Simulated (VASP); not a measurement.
Consider the following.

```
AuZn
1.0
    3.16246     0.00000     0.00000
    0.00000     3.16246     0.00000
    0.00000     0.00000     3.16246
Zn Au
1 1
Direct
  0.50000   0.50000   0.50000
  0.00000   0.00000   0.00000
```

These are rev-vdW-DF2, VASP's PBE PAW potentials (set 64) (plane waves; VASP 6.6.1) values and carry that method's errors. Numerical set-up: 520 eV cut-off, 13×13×13 Γ-centred mesh, tetrahedra with Blöchl corrections, potentials Zn Au.

Unless said otherwise, spin-orbit coupling is left out, though it shifts the bands of the heavy elements here.

Question: Tabulate the total density of states (states/eV per cell) against energy (eV; zero at the valence-band maximum or, without a gap, the Fermi level).

Answer: 
| E (eV) | DOS (states/eV) |
|---|---|
| -9.96 | 0.13 |
| -9.73 | 0.16 |
| -9.62 | 0.18 |
| -9.39 | 0.21 |
| -9.28 | 0.22 |
| -9.06 | 0.27 |
| -8.94 | 0.30 |
| -8.72 | 0.37 |
| -8.61 | 0.43 |
| -8.38 | 0.66 |
| -8.27 | 1.69 |
| -8.04 | 5.73 |
| -7.93 | 7.75 |
| -7.71 | 18.3 |
| -7.59 | 14.9 |
| -7.37 | 8.28 |
| -7.26 | 4.63 |
| -7.03 | 0.86 |
| -6.92 | 0.86 |
| -6.70 | 0.99 |
| -6.58 | 1.25 |
| -6.36 | 4.56 |
| -6.25 | 0.22 |
| -6.02 | 0.33 |
| -5.91 | 0.97 |
| -5.68 | 2.05 |
| -5.57 | 3.53 |
| -5.35 | 5.42 |
| -5.23 | 4.33 |
| -5.01 | 2.92 |
| -4.90 | 2.20 |
| -4.67 | 4.81 |
| -4.56 | 4.74 |
| -4.33 | 4.16 |
| -4.22 | 3.19 |
| -4.00 | 5.93 |
| -3.88 | 6.06 |
| -3.66 | 1.57 |
| -3.55 | 1.41 |
| -3.32 | 1.20 |
| -3.21 | 1.12 |
| -2.98 | 0.43 |
| -2.87 | 0.41 |
| -2.65 | 0.37 |
| -2.54 | 0.35 |
| -2.31 | 0.47 |
| -2.20 | 0.65 |
| -1.97 | 0.62 |
| -1.86 | 0.61 |
| -1.64 | 0.69 |
| -1.52 | 0.73 |
| -1.30 | 0.63 |
| -1.19 | 0.61 |
| -0.96 | 0.59 |
| -0.85 | 0.59 |
| -0.62 | 0.57 |
| -0.51 | 0.57 |
| -0.29 | 0.53 |
| -0.17 | 0.52 |
| 0.05 | 0.50 |
| 0.16 | 0.48 |
| 0.39 | 0.46 |
| 0.50 | 0.47 |
| 0.72 | 0.44 |
| 0.84 | 0.42 |
| 1.06 | 0.49 |
| 1.18 | 0.51 |
| 1.40 | 0.50 |
| 1.51 | 0.60 |
| 1.74 | 0.58 |
| 1.85 | 0.62 |
| 2.07 | 0.62 |
| 2.19 | 0.64 |
| 2.41 | 0.78 |
| 2.52 | 0.84 |
| 2.75 | 0.83 |
| 2.86 | 0.83 |
| 3.09 | 0.78 |
| 3.20 | 0.74 |
| 3.42 | 0.71 |
Within 2 eV below the Fermi level the largest weight inside VASP's projection spheres is Au d, then Au s.

The compound is AuZn in the CsCl type structure. It was relaxed first. The electron count is odd and the run is not spin-polarised, which forces a metal.
